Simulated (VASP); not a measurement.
Runs of VASP 6.6.1 on Bi2Se3. The cell holds a sheet with vacuum, 5 atoms: a = 4.125 Å, b = 4.125 Å, c = 23.020 Å, α = 90.00°, β = 90.00°, γ = 120.00°. The cell was built by a generator and needn't be a form met in nature.

```tsv
task	level	spin	cell	k mesh	cutoff (eV)	grid for exact exchange (PRECFOCK)	dipole correction	screening parameter	exchange at q = 0	gap on the mesh (eV)	largest force (eV/Å)
work function	HSE06	off	P-3m1, 67.83 Å³/atom	6 × 6 × 1	520	Fast	yes	0.2 1/A	-	(b)	0.24
work function	PBE	off	P-3m1, 67.83 Å³/atom	12 × 12 × 1	520	-	yes	-	-	0.94	0.10
work function	PBE0	off	P-3m1, 67.83 Å³/atom	6 × 6 × 1	520	Fast	yes	-	default	(a)	0.26
work function	PBE	non-collinear, zero start, SOC	P-3m1, 67.83 Å³/atom	12 × 12 × 1	520	-	yes	-	-	-	0.19
relaxation of cell and atoms	PBE+D3(BJ)	off	relaxed	12 × 12 × 1	600	-	no	-	-	0.94	-
```

Alike in all rows: potentials or basis VASP PAW PBE potentials, release 64 (Se, Bi_d); smearing gaussian 0.03 eV.

**Question.** Estimate the missing entries.

**Answer.** (a) 2.18; (b) 1.57.

Caveats: spin-orbit coupling is left out, which as a rule narrows the gap of such compounds by several tenths of an eV (some runs); the PAW data sets were made with another functional, which shifts forces and pressure a little (some runs).

A k mesh can miss the band edges, and rows without SOC leave out spin-orbit coupling on Bi, Se.
